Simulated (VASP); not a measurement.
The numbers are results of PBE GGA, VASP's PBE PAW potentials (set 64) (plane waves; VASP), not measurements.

VASP input:

### KPOINTS
```
kpoints
0
G
9 9 9
0.5 0.5 0.5
```

INCAR:
```
# general
SYSTEM         =  CoGa
PREC           =  Accurate
ENCUT          =  300
LREAL          =  .FALSE.
LASPH          =  .TRUE.

# electronic loop
EDIFF          =  1E-6
NELM           =  100
ALGO           =  Normal
LMAXMIX        =  4

# smearing
ISMEAR         =  0
SIGMA          =  0.1

# functional
GGA            =  PE
GGA_COMPAT     =  .FALSE.

# spin
MAGMOM         =  3*0.0 3.0 2*0.0
LNONCOLLINEAR  =  .TRUE.

# ions
ISIF           =  2

# output
LWAVE          =  .FALSE.
LCHARG         =  .FALSE.
LORBIT         =  11
```

**POSCAR**
```
CoGa
1
    2.8800000000     0.0000000000     0.0000000000
    0.0000000000     2.8800000000     0.0000000000
    0.0000000000     0.0000000000     2.8800000000
Ga Co
1 1
Direct
  0.4990940000   0.5090060000   0.4866190000
  0.0009060000  -0.0090060000   0.0133810000
```

POTCAR, in this order: Ga_d Co (PBE.64 set). Program: vasp_ncl.

Output of the run:

File OSZICAR:
```
       N       E                     dE             d eps       ncg     rms          rms(c)
DAV:   1     0.119351111498E+03    0.11935E+03   -0.66566E+03 55464   0.169E+03
DAV:   2     0.218466127195E+01   -0.11717E+03   -0.11006E+03 50048   0.347E+02
DAV:   3    -0.105499231248E+02   -0.12735E+02   -0.12478E+02 55514   0.108E+02
DAV:   4    -0.108359822003E+02   -0.28606E+00   -0.28552E+00 56106   0.187E+01
DAV:   5    -0.108486223784E+02   -0.12640E-01   -0.12638E-01 75078   0.329E+00    0.116E+01
DAV:   6    -0.124294368011E+02   -0.15808E+01   -0.11593E+01 53486   0.547E+01    0.129E+01
DAV:   7    -0.104139411842E+02    0.20155E+01   -0.62280E+00 56122   0.426E+01    0.275E+00
DAV:   8    -0.104636281899E+02   -0.49687E-01   -0.27230E-01 60522   0.549E+00    0.146E+00
DAV:   9    -0.104638016603E+02   -0.17347E-03   -0.47079E-02 58364   0.242E+00    0.666E-01
DAV:  10    -0.104630330692E+02    0.76859E-03   -0.95357E-03 64074   0.918E-01    0.284E-01
DAV:  11    -0.104635328595E+02   -0.49979E-03   -0.10748E-03 61928   0.384E-01    0.108E-01
DAV:  12    -0.104635326564E+02    0.20308E-06   -0.23524E-04 72984   0.175E-01    0.594E-02
DAV:  13    -0.104635768734E+02   -0.44217E-04   -0.52769E-05 54372   0.702E-02    0.280E-02
DAV:  14    -0.104635900625E+02   -0.13189E-04   -0.55958E-05 51832   0.567E-02    0.157E-02
DAV:  15    -0.104635913216E+02   -0.12591E-05   -0.64585E-05 50574   0.509E-02    0.112E-02
DAV:  16    -0.104635920641E+02   -0.74252E-06   -0.37137E-05 47960   0.386E-02    0.739E-03
DAV:  17    -0.104635932964E+02   -0.12323E-05   -0.18198E-05 45160   0.280E-02    0.527E-03
DAV:  18    -0.104635934404E+02   -0.14397E-06   -0.98050E-06 44992   0.196E-02
   1 F= -.10463593E+02 E0= -.10460546E+02  d E =-.609468E-02  mag=     0.0674    -0.0005    -0.0010
```

**OUTCAR**
```
------------------------ aborting loop because EDIFF is reached ----------------------------------------
  FORCE on cell =-STRESS in cart. coord.  units (eV):
  Direction    XX          YY          ZZ          XY          YZ          ZX
  --------------------------------------------------------------------------------------
  Total        0.1899989      0.1583379      0.1218685     -0.0074118     -0.1071578      0.0109130
  in kB       12.7433685     10.6198427      8.1738087     -0.4971137     -7.1871511      0.7319399
  external PRESSURE =      10.5123400 kB  Pullay stress =       0.0000000 kB
  volume of cell :       23.89
      direct lattice vectors                 reciprocal lattice vectors
     2.880000000  0.000000000  0.000000000     0.347222222  0.000000000  0.000000000
     0.000000000  2.880000000  0.000000000     0.000000000  0.347222222  0.000000000
     0.000000000  0.000000000  2.880000000     0.000000000  0.000000000  0.347222222
 POSITION                                       TOTAL-FORCE (eV/Angst)
 -----------------------------------------------------------------------------------
      1.43739      1.46594      1.40146         0.033720     -0.330820      0.483096
      0.00261      2.85406      0.03854        -0.033720      0.330820     -0.483096
 -----------------------------------------------------------------------------------
    total drift:                                0.000233     -0.002330      0.001138
  FREE ENERGIE OF THE ION-ELECTRON SYSTEM (eV)
  ---------------------------------------------------
  free  energy   TOTEN  =       -10.4635934404 eV

  energy  without entropy=      -10.4574987633  energy(sigma->0) =      -10.46054610

 total charge

# of ion       s       p       d       tot
------------------------------------------
    1        0.850   0.887  10.051  11.788
    2        0.388   0.453   7.498   8.339
--------------------------------------------------
tot          1.238   1.340  17.549  20.127

 magnetization (x)

# of ion       s       p       d       tot
------------------------------------------
    1       -0.001  -0.002  -0.002  -0.004
    2        0.001  -0.002   0.078   0.077
--------------------------------------------------
tot         -0.000  -0.004   0.076   0.072

 magnetization (y)

# of ion       s       p       d       tot
------------------------------------------
    1       -0.000   0.000   0.000   0.000
    2        0.000   0.000  -0.001  -0.001
--------------------------------------------------
tot          0.000   0.000  -0.001  -0.001

 magnetization (z)

# of ion       s       p       d       tot
------------------------------------------
    1        0.000   0.000   0.000   0.000
    2       -0.000   0.000  -0.001  -0.001
--------------------------------------------------
tot          0.000   0.000  -0.001  -0.001
```
(Selected blocks of OUTCAR.)

At this cut-off the stress carries a Pulay error, which pulls relaxed volumes low.

The structure is a typed CoGa crystal. The cell was not relaxed at this level, atoms are displaced from their ideal sites. The run is one of a series of settings (GGA_COMPAT = .FALSE., LNONCOLLINEAR = .TRUE., MAGMOM = 0.0 0.0 0.0 3.0 0.0 0.0, program vasp_ncl against the base run), some of them coarse on purpose.
